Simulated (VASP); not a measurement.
Method: RPBE GGA, VASP's PBE PAW potentials (set 64) (plane waves; VASP 6.6.1).

The input files of a VASP run:

KPOINTS:
```
Automatic mesh
0
Gamma
  10 10 10
```

INCAR:
```
ISIF = 3
ISMEAR = 1   ! Methfessel-Paxton
LASPH = .TRUE.   ! aspherical one-centre terms
LMAXMIX = 4
ENCUT = 520
SYSTEM = Ge
PREC = Accurate
NSW = 60   ! most ionic steps
LCHARG = .FALSE.
IBRION = 2
NELM = 100   ! most electronic steps
LWAVE = .FALSE.
LREAL = .FALSE.   ! projection in real space or not
ALGO = Normal
EDIFF = 1E-6   ! SCF stop (eV)
EDIFFG = -0.01   ! ionic stop
SIGMA = 0.1   ! width (eV)
GGA = RP   ! RPBE
```

### POSCAR
```
Ge
1
    0.0000000000     2.9050968474     2.9050968474
    2.9050968474     0.0000000000     2.9050968474
    2.9050968474     2.9050968474    -0.0000000000
Ge
2
Direct
  0.0000000000   0.0000000000   0.0000000000
  0.2500000000   0.2500000000   0.2500000000
```

POTCAR, in this order: Ge_d (PBE.64 set). Program: vasp_std.

Output of the run:

### OUTCAR
```
 ion  position               nearest neighbor table
   1  0.000  0.000  0.000-   2 2.52   2 2.52   2 2.52   2 2.52
   2  0.250  0.250  0.250-   1 2.52   1 2.52   1 2.52   1 2.52
  LATTYP: Found a face centered cubic cell.
 ALAT       =     5.8101936948
 Subroutine PRICEL returns:
 Original cell was already a primitive cell.
 Subroutine GETGRP returns: Found 48 space group operations
The static configuration has the point symmetry T_d .
 The point group associated with its full space group is O_h .
The dynamic configuration has the point symmetry T_d .
 Subroutine INISYM returns: Found 48 space group operations
 Subroutine IBZKPT returns following result:
 Found     47 irreducible k-points:

 Following reciprocal coordinates:
            Coordinates               Weight
  0.000000  0.000000  0.000000      1.000000
  0.100000  0.000000  0.000000      8.000000
  0.200000  0.000000  0.000000      8.000000
  0.300000  0.000000  0.000000      8.000000
  0.400000  0.000000  0.000000      8.000000
  0.500000  0.000000  0.000000      4.000000
  0.100000  0.100000  0.000000      6.000000
  0.200000  0.100000  0.000000     24.000000
  0.300000  0.100000  0.000000     24.000000
  0.400000  0.100000  0.000000     24.000000
  0.500000  0.100000  0.000000     24.000000
 -0.400000  0.100000  0.000000     24.000000
 -0.300000  0.100000  0.000000     24.000000
 -0.200000  0.100000  0.000000     24.000000
 -0.100000  0.100000  0.000000     12.000000
  0.200000  0.200000  0.000000      6.000000
  0.300000  0.200000  0.000000     24.000000
  0.400000  0.200000  0.000000     24.000000
  0.500000  0.200000  0.000000     24.000000
 -0.400000  0.200000  0.000000     24.000000
 -0.300000  0.200000  0.000000     24.000000
 -0.200000  0.200000  0.000000     12.000000
  0.300000  0.300000  0.000000      6.000000
  0.400000  0.300000  0.000000     24.000000
  0.500000  0.300000  0.000000     24.000000
 -0.400000  0.300000  0.000000     24.000000
 -0.300000  0.300000  0.000000     12.000000
  0.400000  0.400000  0.000000      6.000000
  0.500000  0.400000  0.000000     24.000000
 -0.400000  0.400000  0.000000     12.000000
  0.500000  0.500000  0.000000      3.000000
  0.300000  0.200000  0.100000     24.000000
  0.400000  0.200000  0.100000     48.000000
  0.500000  0.200000  0.100000     48.000000
 -0.400000  0.200000  0.100000     24.000000
  0.400000  0.300000  0.100000     24.000000
  0.500000  0.300000  0.100000     48.000000
 -0.400000  0.300000  0.100000     48.000000
 -0.300000  0.300000  0.100000     48.000000
 -0.200000  0.300000  0.100000     24.000000
   k-points           NKPTS =     47   k-points in BZ     NKDIM =     47   number of bands    NBANDS=     18
   number of dos      NEDOS =    301   number of ions     NIONS =      2
   total plane-waves  NPLWV =  32768
   dimension x,y,z NGX =    32 NGY =   32 NGZ =   32
   dimension x,y,z NGXF=    64 NGYF=   64 NGZF=   64
   ions per type =               2
   PREC   = accura    normal or accurate (medium, high low for compatibility)
   ISTART =      0    job   : 0-new  1-cont  2-samecut
   ICHARG =      2    charge: 1-file 2-atom 10-const
   ISPIN  =      1    spin polarized calculation?
   LNONCOLLINEAR =      F non collinear calculations
   LSORBIT =      F    spin-orbit coupling
   INIWAV =      1    electr: 0-lowe 1-rand  2-diag
   ENCUT  =  520.0 eV  38.22 Ry    6.18 a.u.   7.64  7.64  7.64*2*pi/ulx,y,z
   NELM   =    100;   NELMIN=  2; NELMDL= -5     # of ELM steps
   EDIFF  = 0.1E-05   stopping-criterion for ELM
   LREAL  =      F    real-space projection
   NLSPLINE    = F    spline interpolate recip. space projectors
...
```

OSZICAR:
```
       N       E                     dE             d eps       ncg     rms          rms(c)
DAV:   1     0.163060815439E+03    0.16306E+03   -0.15512E+04  1708   0.412E+03
DAV:   2     0.127594251786E+02   -0.15030E+03   -0.14784E+03  1702   0.532E+02
DAV:   3    -0.772760892373E+01   -0.20487E+02   -0.20312E+02  1834   0.148E+02
DAV:   4    -0.838490193974E+01   -0.65729E+00   -0.65604E+00  1926   0.300E+01
DAV:   5    -0.839643488132E+01   -0.11533E-01   -0.11531E-01  1888   0.415E+00    0.306E+00
DAV:   6    -0.837306786185E+01    0.23367E-01   -0.17424E-02  1984   0.179E+00    0.184E+00
DAV:   7    -0.836145672881E+01    0.11611E-01   -0.43456E-02  1762   0.247E+00    0.183E-01
DAV:   8    -0.836446606989E+01   -0.30093E-02   -0.91344E-03  1928   0.145E+00    0.504E-02
DAV:   9    -0.836453821097E+01   -0.72141E-04   -0.51964E-04  2090   0.456E-01    0.263E-02
DAV:  10    -0.836470155750E+01   -0.16335E-03   -0.37208E-04  1742   0.170E-01    0.709E-03
DAV:  11    -0.836470753253E+01   -0.59750E-05   -0.32344E-05  2092   0.104E-01    0.356E-03
DAV:  12    -0.836470900574E+01   -0.14732E-05   -0.40143E-06  1358   0.171E-02    0.499E-04
DAV:  13    -0.836470896555E+01    0.40194E-07   -0.93806E-08  1040   0.373E-03
   1 F= -.83647090E+01 E0= -.83647200E+01  d E =-.836471E+01
```

OUTCAR:
```
------------------------ aborting loop because EDIFF is reached ----------------------------------------
  FORCE on cell =-STRESS in cart. coord.  units (eV):
  Direction    XX          YY          ZZ          XY          YZ          ZX
  --------------------------------------------------------------------------------------
  Total        0.0178045      0.0178045      0.0178045      0.0000000      0.0000000     -0.0000000
  in kB        0.5817398      0.5817398      0.5817398      0.0000000      0.0000000     -0.0000000
  external PRESSURE =       0.5817398 kB  Pullay stress =       0.0000000 kB
  volume of cell :       49.04
      direct lattice vectors                 reciprocal lattice vectors
     0.000000000  2.905096847  2.905096847    -0.172111302  0.172111302  0.172111302
     2.905096847  0.000000000  2.905096847     0.172111302 -0.172111302  0.172111302
     2.905096847  2.905096847  0.000000000     0.172111302  0.172111302 -0.172111302
 POSITION                                       TOTAL-FORCE (eV/Angst)
 -----------------------------------------------------------------------------------
      0.00000      0.00000      0.00000         0.000000      0.000000     -0.000000
      1.45255      1.45255      1.45255        -0.000000     -0.000000      0.000000
 -----------------------------------------------------------------------------------
    total drift:                               -0.000000      0.000000      0.000000
  FREE ENERGIE OF THE ION-ELECTRON SYSTEM (eV)
  ---------------------------------------------------
  free  energy   TOTEN  =        -8.3647089656 eV

  energy  without entropy=       -8.3647419634  energy(sigma->0) =       -8.36471996

 reached required accuracy - stopping structural energy minimisation
```
(Selected blocks of OUTCAR.)

The compound is Ge in the diamond structure. It was relaxed first, which changed the volume by +8 %. The start is the result of an earlier pass.
